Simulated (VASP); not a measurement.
# Al2Cl: structure and properties in VASP

Wanted: the relaxed cell of Al2Cl and its properties. The steps: rough relaxation of the start cell, relaxing cell and atoms (revTPSS + D4), single point with fields (revTPSS + D4), band structure (revTPSS + D4), total and projected DOS (revTPSS + D4), band structure (TB-mBJ) and zone-centre phonons (revTPSS + D4). The cell is invented: other elements were put on sites of a known structure type. It may not be a known or stable phase.

Program: VASP 6.6.1. Level of theory: revTPSS with D4; plane waves and PAW (Al, Cl), in the first sound run; inputs show where later runs differ. Results are calculated unless marked as measured.

**1. The starting structure**

Before any relaxation, the start is as follows. It takes space group Fm-3m (No. 225, cubic). Conventional cell: a = 6.317 Å, b = 6.317 Å, c = 6.317 Å, α = 90.00°, β = 90.00°, γ = 90.00°. Nearest to Al lie 4 Cl at 2.74 Å. Cl has 8 Al at 2.74 Å nearest. Farther neighbours and most contacts between anions are not listed.

**2. Rough relaxation of the start cell**

The start is only an estimate, so a cheap relaxation brings it near a minimum before any careful run. A dispersion term adds the long-range attraction that semilocal functionals lack. D4 lets the coefficients depend on atomic charges too.

Contents of INCAR:

```
SYSTEM = Al2Cl
PREC = Normal
ENCUT = 400
EDIFF = 1E-05
NELM = 60
ISMEAR = 0
SIGMA = 0.05
LREAL = .FALSE.
ALGO = Normal
METAGGA = RTPSS
IVDW = 13
VDW_S6 = 1
VDW_S8 = 1.53089454
VDW_A1 = 0.44880597
VDW_A2 = 4.64042317
LASPH = .TRUE.
NBANDS = 12
LORBIT = 11
LWAVE = .FALSE.
LCHARG = .FALSE.
IBRION = 2
NSW = 40
ISIF = 3
EDIFFG = -0.04
```

Contents of POSCAR:

```
Al2Cl
1.0
    0.0000000000      3.1586756100      3.1586756100
    3.1586756100      0.0000000000      3.1586756100
    3.1586756100      3.1586756100      0.0000000000
Al Cl
2 1
Direct
    0.2500000000      0.2500000000      0.2500000000
    0.7500000000      0.7500000000      0.7500000000
    0.0000000000      0.0000000000      0.0000000000
```

Contents of KPOINTS:

```
Automatic mesh
0
Gamma
5 5 5
0 0 0
```

Potentials, in the order of the species: Al and Cl (PBE family, release 64).

The run is started by

```
$ mpirun -np 1 vasp_std
```

The log of the run:

```text
[banner, memory and clock lines left out]
running    1 mpi-ranks, on    1 nodes
 distrk:  each k-point on    1 cores,    1 groups
 distr:  one band on    1 cores,    1 groups

 POSCAR found type information on POSCAR AlCl
 POSCAR found :  2 types and       3 ions
|                                                                             |
|               ----> ADVICE to this user running VASP <----                  |
|                                                                             |
|     You enforced a specific xc type in the INCAR file but a different       |
|     [... a line on the potential file left out ...]
|     I HOPE YOU KNOW WHAT YOU ARE DOING!                                     |
|                                                                             |

 LDA part: xc-table for (None), standard interpolation
 POSCAR, INCAR and KPOINTS ok, starting setup
 FFT: planning ... GRIDC
 FFT: planning ... GRID_SOFT
 FFT: planning ... GRID
 WAVECAR not read
 entering main loop
       N       E                     dE             d eps       ncg     rms          rms(c)
DAV:   1     0.468090081724E+02    0.46809E+02   -0.40685E+03   240   0.761E+02
DAV:   2    -0.338249728365E+01   -0.50192E+02   -0.46671E+02   400   0.179E+02
DAV:   3    -0.878225592773E+01   -0.53998E+01   -0.51879E+01   348   0.558E+01
DAV:   4    -0.892580534067E+01   -0.14355E+00   -0.14316E+00   344   0.112E+01
DAV:   5    -0.893142456629E+01   -0.56192E-02   -0.56179E-02   372   0.187E+00    0.139E+01
DAV:   6    -0.112474149922E+02   -0.23160E+01   -0.14782E+01   240   0.418E+01    0.735E+00
DAV:   7    -0.112264337570E+02    0.20981E-01   -0.21519E-01   312   0.357E+00    0.495E+00
DAV:   8    -0.112423616227E+02   -0.15928E-01   -0.76343E-02   268   0.169E+00    0.827E-01
DAV:   9    -0.112282635382E+02    0.14098E-01   -0.60997E-02   260   0.146E+00    0.101E+00
DAV:  10    -0.112295421764E+02   -0.12786E-02   -0.49062E-03   268   0.482E-01    0.148E-01
DAV:  11    -0.112295728197E+02   -0.30643E-04   -0.54825E-04   304   0.157E-01    0.322E-01
DAV:  12    -0.112295205922E+02    0.52228E-04   -0.11929E-04   292   0.723E-02    0.240E-02
DAV:  13    -0.112295226783E+02   -0.20861E-05   -0.48141E-05   264   0.406E-02
   1 F= -.12038464E+02 E0= -.12037019E+02  d E =-.120385E+02
 curvature:   0.00 expect dE= 0.000E+00 dE for cont linesearch  0.000E+00
 trial: gam= 0.00000 g(F)=  0.556E-45 g(S)=  0.318E+00 ort = 0.000E+00 (trialstep = 0.100E+01)
 search vector abs. value=  0.318E+00
 bond charge predicted
       N       E                     dE             d eps       ncg     rms          rms(c)
DAV:   1    -0.121149972731E+02   -0.88548E+00   -0.13851E+01   260   0.239E+01    0.601E+00
DAV:   2    -0.115200739474E+02    0.59492E+00   -0.20120E+00   272   0.932E+00    0.152E+00
DAV:   3    -0.115313640462E+02   -0.11290E-01   -0.34385E-01   260   0.379E+00    0.355E+00
DAV:   4    -0.115352234378E+02   -0.38594E-02   -0.92922E-03   296   0.555E-01    0.417E+00
DAV:   5    -0.115303087140E+02    0.49147E-02   -0.16676E-02   256   0.873E-01    0.116E+00
DAV:   6    -0.115303992365E+02   -0.90522E-04   -0.12859E-03   276   0.218E-01    0.852E-01
DAV:   7    -0.115304474965E+02   -0.48260E-04   -0.48879E-05   272   0.595E-02    0.374E-01
DAV:   8    -0.115302999556E+02    0.14754E-03   -0.34049E-04   280   0.110E-01    0.126E-01
DAV:   9    -0.115303066413E+02   -0.66857E-05   -0.36622E-05   228   0.377E-02
   2 F= -.12266894E+02 E0= -.12265667E+02  d E =-.228430E+00
[...]
3 F= -.12650973E+02 E0= -.12649419E+02  d E =-.612509E+00
[...]
4 F= -.12867013E+02 E0= -.12865459E+02  d E =-.828549E+00
[...]
5 F= -.12567525E+02 E0= -.12565972E+02  d E =-.529061E+00
[...]
6 F= -.12668772E+02 E0= -.12667219E+02  d E =-.630308E+00
[...]
7 F= -.12874635E+02 E0= -.12873082E+02  d E =-.836171E+00
[...]
8 F= -.12875444E+02 E0= -.12873891E+02  d E =-.836980E+00
 curvature:  -0.16 expect dE=-0.221E-03 dE for cont linesearch -0.221E-03
 ZBRENT: accuracy reached
 trial: gam=-0.06221 g(F)=  0.321E-43 g(S)=  0.141E-02 ort = 0.212E-01 (trialstep = 0.129E+01)
 search vector abs. value=  0.628E-05
 bond charge predicted
       N       E                     dE             d eps       ncg     rms          rms(c)
DAV:   1    -0.116038665275E+02    0.33974E-03   -0.58557E-04   256   0.157E-01    0.438E-02
DAV:   2    -0.116038489465E+02    0.17581E-04   -0.85441E-05   228   0.559E-02    0.156E-02
DAV:   3    -0.116038496623E+02   -0.71576E-06   -0.10285E-05   124   0.215E-02
   9 F= -.12875547E+02 E0= -.12873994E+02  d E =-.103153E-03
 trial-energy change:   -0.000103  1 .order   -0.000092   -0.000122   -0.000062
 step:   2.6363(harm=  2.6363)  dis= 0.00000  next Energy=   -12.875568 (dE=-0.124E-03)
 reached required accuracy - stopping structural energy minimisation
```

Run time: 64 s. Hardware: 1 MPI rank of Intel Xeon 6975P-C (Granite Rapids), shared host; peak memory 0.13 GiB.

Lines that name or quote the potential files are left out of all logs, and their timing lines are given in words.

From OUTCAR (step 2):

```text
ion  position               nearest neighbor table
   1  0.250  0.250  0.250-   3 2.74   3 2.74   3 2.74   3 2.74   2 3.16   2 3.16   2 3.16   2 3.16
                             2 3.16   2 3.16
   2  0.750  0.750  0.750-   3 2.74   3 2.74   3 2.74   3 2.74   1 3.16   1 3.16   1 3.16   1 3.16
                             1 3.16   1 3.16
   3  0.000  0.000  0.000-   1 2.74   2 2.74   2 2.74   2 2.74   2 2.74   1 2.74   1 2.74   1 2.74

  LATTYP: Found a face centered cubic cell.
 ALAT       =     6.3173512200

 Subroutine GETGRP returns: Found 48 space group operations
 (whereof 48 operations were pure point group operations)

The static configuration has the point symmetry O_h .

 Found     10 irreducible k-points:

   k-points           NKPTS =     10   k-points in BZ     NKDIM =     10   number of bands    NBANDS=     12

   dimension x,y,z NGX =    24 NGY =   24 NGZ =   24
   dimension x,y,z NGXF=    48 NGYF=   48 NGZF=   48

   ENCUT  =  400.0 eV  29.40 Ry    5.42 a.u.   7.28  7.28  7.28*2*pi/ulx,y,z

   NELECT =      13.0000    total number of electrons

 k-points in reciprocal lattice and weights: Automatic mesh
   0.00000000  0.00000000  0.00000000       0.008
   0.20000000  0.00000000  0.00000000       0.064
   0.40000000  0.00000000  0.00000000       0.064
   0.20000000  0.20000000  0.00000000       0.048
   0.40000000  0.20000000  0.00000000       0.192
  -0.40000000  0.20000000  0.00000000       0.192
  -0.20000000  0.20000000  0.00000000       0.096
   0.40000000  0.40000000  0.00000000       0.048
  -0.40000000  0.40000000  0.00000000       0.096
  -0.40000000  0.40000000  0.20000000       0.192

 average (electrostatic) potential at core
       1 -78.9086       2 -78.9086       3 -94.1771

 E-fermi :   3.4857

 k-point     1 :       0.0000    0.0000    0.0000
  band No.  band energies     occupation
    ...
      2      -2.2952      2.00000
      3      -1.4027      2.00000
      4      -1.4027      2.00000
      5      -1.4027      2.00000
      6       2.7911      2.00000
      7       3.8171      0.00000
      8       3.8171      0.00000
      9       3.8172      0.00000
     10       7.7320      0.00000
     11       7.7320      0.00000
    ...

 k-point     2 :       0.2000    0.0000    0.0000
  band No.  band energies     occupation
    ...
      2      -2.9099      2.00000
      3      -1.4773      2.00000
      4      -1.4773      2.00000
      5      -0.7288      2.00000
      6       1.7697      2.00000
      7       4.0800      0.00000
      8       4.0800      0.00000
      9       5.3134      0.00000
     10       6.6020      0.00000
     11       6.6020      0.00000
    ...

 k-point     3 :       0.4000    0.0000    0.0000
  band No.  band energies     occupation
    ...
      2      -3.4010      2.00000
      3      -1.5868      2.00000
      4      -1.5868      2.00000
      5      -0.6805      2.00000
      6       2.1129      2.00000
      7       4.2901      0.00000
      8       4.2901      0.00000
      9       5.5299      0.00000
     10       6.5271      0.00000
     11       6.5271      0.00000
    ...

  DFT-D4 for vdW energy calculation

  Edisp (eV):   -1.27170

  Total       0.08742     0.08742     0.08742    -0.00000    -0.00000     0.00000
  in kB       1.66323     1.66323     1.66323    -0.00000    -0.00000     0.00000
  external pressure =        1.66 kB  Pullay stress =        0.00 kB

  energy-cutoff  :      400.00
  volume of cell :       84.21
      direct lattice vectors                 reciprocal lattice vectors
     0.000000000  3.478971886  3.478971886    -0.143720621  0.143720621  0.143720621
     3.478971886  0.000000000  3.478971886     0.143720621 -0.143720621  0.143720621
     3.478971886  3.478971886 -0.000000000     0.143720621  0.143720621 -0.143720621

 POSITION                                       TOTAL-FORCE (eV/Angst)
 -----------------------------------------------------------------------------------
      1.73949      1.73949      1.73949        -0.000000      0.000000      0.000000
      5.21846      5.21846      5.21846         0.000000      0.000000     -0.000000
      0.00000      3.47897      3.47897         0.000000     -0.000000      0.000000
 -----------------------------------------------------------------------------------
    total drift:                               -0.000000     -0.000000     -0.000000

  FREE ENERGIE OF THE ION-ELECTRON SYSTEM (eV)
  ---------------------------------------------------
  free  energy   TOTEN  =       -12.8755470984 eV

  energy  without entropy=      -12.8724406329  energy(sigma->0) =      -12.87399387

 reached required accuracy - stopping structural energy minimisation

 total charge
# of ion       s       p       d       tot
------------------------------------------
    1        0.643   0.119   0.000   0.762
    2        0.643   0.119   0.000   0.762
    3        1.605   3.439   0.000   5.044
--------------------------------------------------
tot          2.891   3.677   0.000   6.568

[... 3 further parts left out ...]
```

CONTCAR:

```
Al2Cl
   1.00000000000000
     0.0000000000000000    3.4789718857257368    3.4789718857257368
     3.4789718857257368    0.0000000000000000    3.4789718857257368
     3.4789718857257368    3.4789718857257368   -0.0000000000000000
  Al              Cl
     2     1
Direct
     0.2500000000000000    0.2500000000000000    0.2500000000000000
     0.7500000000000000    0.7500000000000000    0.7500000000000000
     1.0000000000000000    0.0000000000000000    0.0000000000000000
```

This run has no spin polarisation. Its electron count is odd, so without a moment it is a metal by construction. The k-mesh is coarse for a metal. This relaxation is a rough one on cheap settings, only to bring the start near its minimum. The PAW data sets were made with PBE, which is usual practice but a small mismatch for other functionals. After so large a change of volume the plane waves of the start cell no longer fit, so the final stress carries a basis-set error. The run keeps the 48 symmetry operations of its start, so it cannot find a distortion of lower symmetry.

Relaxation path:

| step | energy less that of the first step (eV) | largest force (eV/Å) | pressure (GPa) | volume (Å³) |
| --- | --- | --- | --- | --- |
| 1 | 0.0000 | 0.0000 | 6.53 | 63.03 |
| 2 | -0.2284 | 0.0000 | 6.18 | 71.16 |
| 3 | -0.6125 | 0.0000 | -3.95 | 99.71 |
| 4 | -0.8285 | 0.0000 | -2.11 | 85.44 |
| 5 | -0.5291 | 0.0000 | 1.26 | 77.54 |
| 6 | -0.6303 | 0.0000 | 12.48 | 80.26 |
| 7 | -0.8362 | 0.0000 | -0.83 | 84.63 |
| 8 | -0.8370 | 0.0000 | 0.33 | 84.15 |
| 9 | -0.8371 | 0.0000 | 0.17 | 84.21 |

| conventional cell, symmetrised | before | after | change |
| --- | --- | --- | --- |
| a (Å) | 6.317 | 6.958 | +10.1 % |
| b (Å) | 6.317 | 6.958 | +10.1 % |
| c (Å) | 6.317 | 6.958 | +10.1 % |
| volume (Å³/atom) | 21.01 | 28.07 | +33.6 % |

Final coordinates:

```xyz
3
Lattice="0.0000 3.4790 3.4790 3.4790 0.0000 3.4790 3.4790 3.4790 0.0000" Properties=species:S:1:pos:R:3 pbc="T T T"
Al    1.7395    1.7395    1.7395
Al    5.2185    5.2185    5.2185
Cl    0.0000    0.0000    0.0000
```

Numbers from this step:

```yaml
electrons: 13
bands: 12
irreducible_k_points: 10
symmetry_operations: 48
free_energy_toten: -12.88 eV
energy_at_zero_smearing: -12.87 eV
fermi_energy: 3.486 eV
pressure: 0.1663 GPa
metallic: yes
scf_cycles_over_all_ionic_steps: 77
```

It ends with forces that vanish by symmetry and a pressure of 0.17 GPa.

(Continued in part 2 of 5.)

[Lines on the potential files, build, host, timing and source positions are cut from VASP's logs without a mark.]

[Logs are printed without paths, hosts, clocks, repeated set-up lines and the standing remarks that a program may print on its own settings, such as how far it seeks lower states.]

[Hosts, paths, dates, database ids (printed as entryN), source tags and the programs' standing remarks are cut or masked in the printed files.]

[A measured line is paired with the nearest computed mode of its activity, which favours agreement.]
